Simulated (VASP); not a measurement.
Given:

```yaml
crystal:
  lattice:
    - [5.64785, -1.70543, 0.01396]
    - [5.64785, 1.70543, 0.01396]
    - [-1.47171, 0.00000, 4.87627]
  atoms:
    - { symbol: Mg, position: [0.62709, 0.62709, 0.77414] }
    - { symbol: Mg, position: [0.37291, 0.37291, 0.22586] }
    - { symbol: Sn, position: [0.88673, 0.88673, 0.73722] }
    - { symbol: Sn, position: [0.11327, 0.11327, 0.26278] }
```

Method: PBEsol GGA, VASP's PBE PAW potentials (set 64) (plane waves; VASP). Run with 400 eV cut-off, 11×11×7 Γ-centred mesh, tetrahedra with Blöchl corrections, potentials Mg Sn_d.

The cores are frozen, which limits the accuracy of field gradients.

**Question.** Give the principal components of the electric field gradient (V/Å²) and the asymmetry η at each nucleus.

**Answer.** 
```tsv
atom	Vxx	Vyy	Vzz	η
Mg1	3.0	0.6	-3.6	0.66
Mg2	3.0	0.6	-3.6	0.66
Sn3	82.9	38.1	-120.9	0.37
Sn4	82.9	38.1	-120.9	0.37
```

The structure comes from a computed database's MgSn entry (C2/m); how it stands against other phases isn't given here. It was relaxed first.
